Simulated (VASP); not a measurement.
Given:

```
Ni2YbP2
1.0
   -1.91820     1.91820     4.55658
    1.91820    -1.91820     4.55658
    1.91820     1.91820    -4.55658
Yb Ni P
1 2 2
Direct
  0.00000   0.00000   0.00000
  0.25000   0.75000   0.50000
  0.75000   0.25000   0.50000
  0.37735   0.37735   0.00000
  0.62265   0.62265   0.00000
```

Calculation: PBEsol GGA, VASP's PBE PAW potentials (set 64) (plane waves; VASP). Run with 400 eV cut-off, Gaussian smearing of 0.050 eV, potentials Yb_2 Ni P.

The 4f electrons are frozen in the core of the lanthanide potential, so 4f levels, which can set the real gap, and their magnetism are missing.

Give the energies of bands 9 to 22 at the high-symmetry points, in eV from the Fermi level.

```json
[
 {"band": "9", "Γ": "-3.50", "X": "-4.40", "P": "-3.99", "N": "-4.12", "M": "-4.11", "S": "-4.49", "R": "-4.59"},
 {"band": "10", "Γ": "-3.50", "X": "-3.52", "P": "-3.99", "N": "-3.91", "M": "-4.11", "S": "-4.00", "R": "-3.58"},
 {"band": "11", "Γ": "-3.48", "X": "-3.31", "P": "-3.48", "N": "-3.29", "M": "-3.43", "S": "-2.99", "R": "-3.23"},
 {"band": "12", "Γ": "-3.21", "X": "-2.86", "P": "-2.69", "N": "-2.65", "M": "-3.29", "S": "-2.88", "R": "-2.81"},
 {"band": "13", "Γ": "-2.14", "X": "-2.69", "P": "-2.69", "N": "-2.46", "M": "-2.80", "S": "-2.60", "R": "-2.80"},
 {"band": "14", "Γ": "-2.02", "X": "-2.58", "P": "-2.66", "N": "-2.43", "M": "-1.58", "S": "-2.35", "R": "-2.60"},
 {"band": "15", "Γ": "-1.60", "X": "-1.90", "P": "-1.88", "N": "-2.40", "M": "-1.32", "S": "-2.22", "R": "-2.08"},
 {"band": "16", "Γ": "-1.49", "X": "-1.87", "P": "-1.88", "N": "-2.16", "M": "-1.32", "S": "-2.21", "R": "-1.90"},
 {"band": "17", "Γ": "-1.49", "X": "-1.86", "P": "-1.76", "N": "-1.59", "M": "-0.88", "S": "-0.77", "R": "-1.71"},
 {"band": "18", "Γ": "-0.88", "X": "-1.55", "P": "-1.76", "N": "-0.64", "M": "-0.72", "S": "-0.62", "R": "-1.10"},
 {"band": "19", "Γ": "0.08", "X": "-0.72", "P": "-0.61", "N": "0.50", "M": "0.94", "S": "-0.35", "R": "-0.72"},
 {"band": "20", "Γ": "0.50", "X": "-0.56", "P": "-0.61", "N": "1.43", "M": "2.30", "S": "1.75", "R": "-0.46"},
 {"band": "21", "Γ": "0.50", "X": "1.75", "P": "1.37", "N": "1.51", "M": "2.62", "S": "2.75", "R": "1.82"},
 {"band": "22", "Γ": "3.60", "X": "4.07", "P": "4.89", "N": "3.47", "M": "2.62", "S": "3.17", "R": "4.10"}
]
```

It has no gap at this level: it comes out as a metal or semimetal.

The structure comes from a computed database's Ni2YbP2 entry (I4/mmm); how it stands against other phases isn't given here. It was relaxed first. The run is not spin-polarised, so no magnetic state was tried.
